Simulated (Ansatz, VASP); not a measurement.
# Cross-check of Hf2CO2 (Hf2CO2 MXene bilayer, AA) between VASP and Ansatz, part 2 of 2

Wanted: the spread between two codes on one cell, functional and k mesh. The structure shown is the start of the Ansatz relaxation below; VASP solves that cell, so the two are compared at the walk's first step.

VASP 6.6.1 and Ansatz 0.2.0.

So far: Set-up; Ansatz: relaxation, PBE with D3(BJ).

**3. VASP: single point, PBE with D3(BJ), start cell**

Level of this step: PBE with D3(BJ); plane waves and PAW (O, Hf_pv, C) (VASP).

The same cell, functional, mesh and smearing now go to VASP, with its own data sets.

Lines of VASP's logs that name or quote its potential files are left out, and so is its time.

The input, INCAR:

```
SYSTEM = Hf2CO2
PREC = Accurate
ENCUT = 520
EDIFF = 1E-06
NELM = 120
ISMEAR = -1
SIGMA = 0.05
LREAL = .FALSE.
ALGO = Normal
GGA = PE
IVDW = 12
NBANDS = 46
LASPH = .TRUE.
LORBIT = 11
LWAVE = .FALSE.
LCHARG = .FALSE.
ISIF = 2
LDIPOL = .TRUE.
IDIPOL = 3
DIPOL = 0.5 0.5 0.5
LVHAR = .TRUE.
GGA_COMPAT = .FALSE.
EFERMI = MIDGAP
NELMDL = -8
KPAR = 2
```

The input, POSCAR:

```
Hf2CO2
1.0
    3.2890000000      0.0000000000      0.0000000000
   -1.6445000000      2.8483580000      0.0000000000
    0.0000000000      0.0000000000     56.6058940000
O Hf C
4 4 2
Direct
    0.3333332748      0.6666665496      0.3868855070
    0.6666667252      0.3333334504      0.4743842929
    0.3333332748      0.6666665496      0.5256157071
    0.6666667252      0.3333334504      0.6131144930
    0.6666667252      0.3333334504      0.4077088156
    0.3333332748      0.6666665496      0.4535609843
    0.6666667252      0.3333334504      0.5464389980
    0.3333332748      0.6666665496      0.5922911844
    0.0000000000      0.0000000000      0.4306348911
    0.0000000000      0.0000000000      0.5693650912
```

The input, KPOINTS:

```
Automatic mesh
0
Gamma
12 12 1
0 0 0
```

The projector-augmented-wave data sets are O, Hf_pv and C (PBE family, release 64).

Launch:

```bash
mpirun -np 2 vasp_std
```

Numbers of over 12 decimals in the logs are rounded to 6 here.

The log of the run:

```text
[banner, memory and clock lines left out]
running    2 mpi-ranks, on    1 nodes
 distrk:  each k-point on    1 cores,    2 groups
 distr:  one band on    1 cores,    1 groups

 POSCAR found type information on POSCAR O HfC
 POSCAR found :  3 types and      10 ions
 LDA part: xc-table for (Slater+PW92), standard interpolation
|                                                                             |
|           W    W    AA    RRRRR   N    N  II  N    N   GGGG   !!!           |
|           W    W   A  A   R    R  NN   N  II  NN   N  G    G  !!!           |
|           W    W  A    A  R    R  N N  N  II  N N  N  G       !!!           |
|           W WW W  AAAAAA  RRRRR   N  N N  II  N  N N  G  GGG   !            |
|           WW  WW  A    A  R   R   N   NN  II  N   NN  G    G                |
|           W    W  A    A  R    R  N    N  II  N    N   GGGG   !!!           |
|                                                                             |
|     One of the lattice vectors is very long (>50 A), but AMIN is rather     |
|     large. This can spoil convergence since charge sloshing might occur     |
|     along the long lattice vector. If problems with convergence are         |
|     observed, try to decrease AMIN to a smaller value (e.g. 0.01).          |
|     Note: This warning only applies if the self-consistency cycle is        |
|     used.                                                                   |
|                                                                             |

 POSCAR, INCAR and KPOINTS ok, starting setup
 FFT: planning ... GRIDC
 FFT: planning ... GRID_SOFT
 FFT: planning ... GRID
 WAVECAR not read
 entering main loop
       N       E                     dE             d eps       ncg     rms          rms(c)
DAV:   1     0.529217921068E+03    0.52922E+03   -0.35178E+04  2196   0.125E+03
DAV:   2    -0.401358509275E+02   -0.56935E+03   -0.55876E+03  2362   0.305E+02
DAV:   3    -0.114024750268E+03   -0.73889E+02   -0.72848E+02  2004   0.995E+01
DAV:   4    -0.116733162448E+03   -0.27084E+01   -0.26999E+01  2332   0.204E+01
DAV:   5    -0.116786581700E+03   -0.53419E-01   -0.53362E-01  2184   0.275E+00
DAV:   6    -0.116788995692E+03   -0.24140E-02   -0.24133E-02  2340   0.569E-01
DAV:   7    -0.116789094083E+03   -0.98391E-04   -0.98368E-04  2176   0.102E-01
DAV:   8    -0.116789099842E+03   -0.57585E-05   -0.57580E-05  2140   0.243E-02    0.101E+02
DAV:   9    -0.100377455669E+03    0.16412E+02   -0.10390E+02  1924   0.364E+01    0.835E+01
DAV:  10    -0.102432673246E+03   -0.20552E+01   -0.39273E+01  2014   0.277E+01    0.241E+01
DAV:  11    -0.993207762340E+02    0.31119E+01   -0.18686E+01  1960   0.192E+01    0.378E+00
DAV:  12    -0.993504136196E+02   -0.29637E-01   -0.18010E+00  2000   0.596E+00    0.623E+00
DAV:  13    -0.993533572471E+02   -0.29436E-02   -0.10280E-01  2258   0.121E+00    0.411E+00
DAV:  14    -0.993481078976E+02    0.52493E-02   -0.83352E-02  2184   0.131E+00    0.158E+00
[...]
DAV:  25    -0.993436543621E+02   -0.33224E-04   -0.24356E-06  1642   0.587E-03    0.227E-02
DAV:  26    -0.993436788431E+02   -0.24481E-04   -0.56619E-07  1276   0.348E-03    0.173E-02
DAV:  27    -0.993436961541E+02   -0.17311E-04   -0.12019E-06  1394   0.413E-03    0.570E-03
DAV:  28    -0.993437029991E+02   -0.68450E-05   -0.21134E-07  1156   0.186E-03    0.316E-03
DAV:  29    -0.993437060809E+02   -0.30817E-05   -0.89756E-08  1144   0.118E-03    0.199E-03
DAV:  30    -0.993437108336E+02   -0.47527E-05   -0.17917E-07  1178   0.156E-03    0.280E-03
DAV:  31    -0.993437119632E+02   -0.11296E-05   -0.45705E-08  1144   0.835E-04    0.200E-03
DAV:  32    -0.993437128748E+02   -0.91166E-06   -0.25595E-08  1138   0.458E-04
   1 F= -.10135778E+03 E0= -.10135776E+03  d E =-.245418E-04
```

Parts of OUTCAR (step 3):

```text
ion  position               nearest neighbor table
   1  0.333  0.667  0.387-   5 2.23   5 2.23   5 2.24
   2  0.667  0.333  0.474-   6 2.23   6 2.23   6 2.24
   3  0.333  0.667  0.526-   7 2.23   7 2.23   7 2.24
   4  0.667  0.333  0.613-   8 2.23   8 2.23   8 2.24
   5  0.667  0.333  0.408-   1 2.23   1 2.23   1 2.24   9 2.30   9 2.30   9 2.30   6 3.22   6 3.22
                             6 3.22
   6  0.333  0.667  0.454-   2 2.23   2 2.23   2 2.24   9 2.30   9 2.30   9 2.30   5 3.22   5 3.22
                             5 3.22
   7  0.667  0.333  0.546-   3 2.23   3 2.23   3 2.24  10 2.30  10 2.30  10 2.30   8 3.22   8 3.22
                             8 3.22
   8  0.333  0.667  0.592-   4 2.23   4 2.23   4 2.24  10 2.30  10 2.30  10 2.30   7 3.22   7 3.22
                             7 3.22
   9  0.000  0.000  0.431-   5 2.30   5 2.30   5 2.30   6 2.30   6 2.30   6 2.30
  10  0.000  0.000  0.569-   8 2.30   7 2.30   8 2.30   7 2.30   7 2.30   8 2.30

  LATTYP: Found a hexagonal cell.
 ALAT       =     3.2890000000
 C/A-ratio  =    17.2106701125

 Subroutine GETGRP returns: Found 12 space group operations
 (whereof 12 operations were pure point group operations)

The static configuration has the point symmetry D_3d.

 Found     19 irreducible k-points:

   k-points           NKPTS =     19   k-points in BZ     NKDIM =     19   number of bands    NBANDS=     46

   dimension x,y,z NGX =    24 NGY =   24 NGZ =  432
   dimension x,y,z NGXF=    48 NGYF=   48 NGZF=  864

   ENCUT  =  520.0 eV  38.22 Ry    6.18 a.u.   6.12  6.12105.25*2*pi/ulx,y,z

   NELECT =      72.0000    total number of electrons

 k-points in reciprocal lattice and weights: Automatic mesh
   0.00000000  0.00000000  0.00000000       0.007
   0.08333333  0.00000000  0.00000000       0.042
   0.16666667 -0.00000000  0.00000000       0.042
   0.25000000  0.00000000  0.00000000       0.042
   0.33333333  0.00000000  0.00000000       0.042
   0.41666667 -0.00000000  0.00000000       0.042
   0.50000000  0.00000000  0.00000000       0.021
   0.08333333  0.08333333  0.00000000       0.042
   0.16666667  0.08333333  0.00000000       0.083
[...]
0.33333333  0.25000000  0.00000000       0.083
   0.33333333  0.33333333  0.00000000       0.014

 dipolmoment           0.000000      0.000000      0.000011 electrons x Angstroem

 average (electrostatic) potential at core
       1 -78.9307       2 -78.9284       3 -78.9284       4 -78.9305       5 -46.5660
       6 -46.5660       7 -46.5659       8 -46.5658       9 -57.7158      10 -57.7156

 E-fermi :  -4.5209

 k-point     1 :       0.0000    0.0000    0.0000
  band No.  band energies     occupation
    ...
     32      -5.2301      2.00000
     33      -4.9146      1.99924
     34      -4.9146      1.99924
     35      -4.9037      1.99905
     36      -4.9037      1.99905
     37      -2.4509      0.00000
     38      -2.4509      0.00000
     39      -2.4459      0.00000
     40      -2.4459      0.00000
     41      -2.0178      0.00000
    ...

 k-point     2 :       0.0833    0.0000    0.0000
  band No.  band energies     occupation
    ...
     32      -5.4054      2.00000
     33      -5.3567      2.00000
     34      -5.1509      1.99999
     35      -5.1146      1.99999
     36      -5.1025      1.99998
     37      -2.5645      0.00000
     38      -2.5540      0.00000
     39      -2.2054      0.00000
     40      -2.1984      0.00000
     41      -1.8719      0.00000
    ...

 k-point     3 :       0.1667   -0.0000    0.0000
  band No.  band energies     occupation
    ...
     32      -6.2795      2.00000
     33      -5.4914      2.00000
     34      -5.4783      2.00000
     35      -5.2637      2.00000
     36      -5.1840      2.00000
     37      -3.0066      0.00000
     38      -2.9733      0.00000
     39      -1.6626      0.00000
     40      -1.6541      0.00000
     41      -1.4371      0.00000
    ...

 Edisp (eV)   -2.01406

  Total     -10.93566   -10.93566    -9.43878     0.00000     0.00000    -0.00000
  in kB     -33.03966   -33.03967   -28.51717     0.00000     0.00000    -0.00000
  external pressure =      -31.53 kB  Pullay stress =        0.00 kB

  energy-cutoff  :      520.00
  volume of cell :      530.30
      direct lattice vectors                 reciprocal lattice vectors
     3.289000000  0.000000000  0.000000000     0.304043782  0.175539732  0.000000000
    -1.644500000  2.848358000  0.000000000     0.000000000  0.351079464  0.000000000
     0.000000000  0.000000000 56.605894000     0.000000000  0.000000000  0.017666005

 POSITION                                       TOTAL-FORCE (eV/Angst)
 -----------------------------------------------------------------------------------
     -0.00000      1.89890     21.90000        -0.000000     -0.000000      3.267113
      1.64450      0.94945     26.85295         0.000000      0.000000     -3.255552
     -0.00000      1.89890     29.75295        -0.000000     -0.000000      3.255552
      1.64450      0.94945     34.70589        -0.000000      0.000000     -3.267113
      1.64450      0.94945     23.07872        -0.000000     -0.000000     -4.555027
     -0.00000      1.89890     25.67422         0.000000     -0.000000      4.656611
      1.64450      0.94945     30.93167        -0.000000      0.000000     -4.656611
     -0.00000      1.89890     33.52717         0.000000      0.000000      4.555027
      0.00000      0.00000     24.37647         0.000000      0.000000      0.005738
      0.00000      0.00000     32.22942         0.000000      0.000000     -0.005738
 -----------------------------------------------------------------------------------
    total drift:                                0.000000      0.000000      0.001717

  FREE ENERGIE OF THE ION-ELECTRON SYSTEM (eV)
  ---------------------------------------------------
  free  energy   TOTEN  =      -101.3577752473 eV

  energy  without entropy=     -101.3577507056  energy(sigma->0) =     -101.35776298

 vacuum level on the upper side and lower side of the slab         2.749         2.749

 total charge
# of ion       s       p       d       tot
------------------------------------------
    1        1.571   3.369   0.000   4.940
    2        1.571   3.370   0.000   4.941
    3        1.571   3.370   0.000   4.941
    4        1.571   3.369   0.000   4.940
    5        0.306   6.592   1.482   8.380
    6        0.306   6.592   1.481   8.380
    7        0.306   6.592   1.481   8.380
    8        0.306   6.592   1.482   8.380
    9        0.866   1.581   0.000   2.446
   10        0.866   1.581   0.000   2.446
--------------------------------------------------
tot          9.239  43.009   5.927  58.175

[... 3 further parts left out ...]
```

**4. Differences**

Known differences besides the potentials themselves: Ansatz cuts the interaction across the vacuum, VASP repeats the sheet with a dipole correction; the data sets hold 136 valence electrons in Ansatz (on its default PAW (the set named soft_2) files) and 72 in VASP; the cutoff is 420 eV in Ansatz and 520 eV in VASP. Total energies have different zeros and are not compared.

Forces (eV/Å; atoms numbered as in POSCAR):

```tsv
atom	Ansatz x, y, z	VASP x, y, z
O1	0.000, 0.000, 3.116	0.000, 0.000, 3.267
O2	0.000, 0.000, -3.105	0.000, 0.000, -3.256
O3	0.000, 0.000, 3.105	0.000, 0.000, 3.256
O4	0.000, 0.000, -3.116	0.000, 0.000, -3.267
Hf5	0.000, 0.000, -4.481	0.000, 0.000, -4.555
Hf6	0.000, 0.000, 4.583	0.000, 0.000, 4.657
Hf7	0.000, 0.000, -4.583	0.000, 0.000, -4.657
Hf8	0.000, 0.000, 4.481	0.000, 0.000, 4.555
C9	0.000, 0.000, 0.006	0.000, 0.000, 0.006
C10	0.000, 0.000, -0.006	0.000, 0.000, -0.006
```

The forces differ by 61 meV/Å r.m.s., which is 3.0 % of the r.m.s. force of 2.061 eV/Å (both taken over all components). With vacuum in the cell, a pressure given here is an average over mostly empty space and none of the material.

**5. What came out**

- r.m.s. force difference (single point, PBE with D3(BJ), start cell): 3.0 % of the r.m.s. force

**Reading.** The r.m.s. force difference is 3.0 % of the r.m.s. force (single point, PBE with D3(BJ), start cell), at about the 3 % picked in this series as the mark of a large difference. The data sets hold unlike numbers of valence electrons (136 in Ansatz and 72 in VASP), so part of the differences comes from the potentials. 1 further run of this series is not shown here. How closely two codes agree says nothing of how well the functional describes the real material.

[Lines on the potential files, build, host, timing and source positions are cut from VASP's logs without a mark.]

[Logs are printed without paths, hosts, clocks, repeated set-up lines and the standing remarks that a program may print on its own settings, such as how far it seeks lower states.]

[Hosts, paths, dates, database ids (printed as entryN), source tags and the programs' standing remarks are cut or masked in the printed files.]
